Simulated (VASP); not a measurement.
Given:

```xyz
5
Lattice="5.9275 0.0000 0.0000 0.0000 5.9275 0.0000 0.0000 0.0000 5.9275" Properties=species:S:1:pos:R:3 pbc="T T T"
Cs     0.0000     0.0000     0.0000
Pb     2.9638     2.9638     2.9638
Br     2.9638     0.0000     2.9638
Br     0.0000     2.9638     2.9638
Br     2.9638     2.9638     0.0000
```

All values below come from PBE GGA with D4 dispersion, VASP's PBE PAW potentials (set 64) (plane waves; VASP 6.6.1). Numerical set-up: 520 eV cut-off, Gaussian smearing of 0.050 eV, potentials Cs_sv Pb_d Br.

Unless said otherwise, spin-orbit coupling is left out, though it shifts the bands of the heavy elements here.

### Question
Give the energies of bands 13 to 25 at the high-symmetry points, in eV from the valence-band maximum.

### Answer

| band | Γ | X | M | R |
|---|---|---|---|---|
| 13 | -6.92 | -7.61 | -8.14 | -8.18 |
| 14 | -4.09 | -3.99 | -3.85 | -2.66 |
| 15 | -4.09 | -3.99 | -2.84 | -2.66 |
| 16 | -4.09 | -2.60 | -2.26 | -2.66 |
| 17 | -1.98 | -2.12 | -2.26 | -2.11 |
| 18 | -1.98 | -2.12 | -2.19 | -2.11 |
| 19 | -1.98 | -2.10 | -2.19 | -1.51 |
| 20 | -1.87 | -1.97 | -2.11 | -1.51 |
| 21 | -1.87 | -1.97 | -1.53 | -1.51 |
| 22 | -1.87 | -1.34 | -0.66 | 0.00 |
| 23 | 3.13 | 2.63 | 2.17 | 1.65 |
| 24 | 4.27 | 4.55 | 2.17 | 1.65 |
| 25 | 4.27 | 5.17 | 4.90 | 1.65 |

The gap is direct, 1.64 eV, from the valence maximum at R to the conduction minimum at R.

The compound is CsPbBr3 in the cubic perovskite structure, the ideal cubic form; the compound distorts at low or room temperature. It was relaxed first.
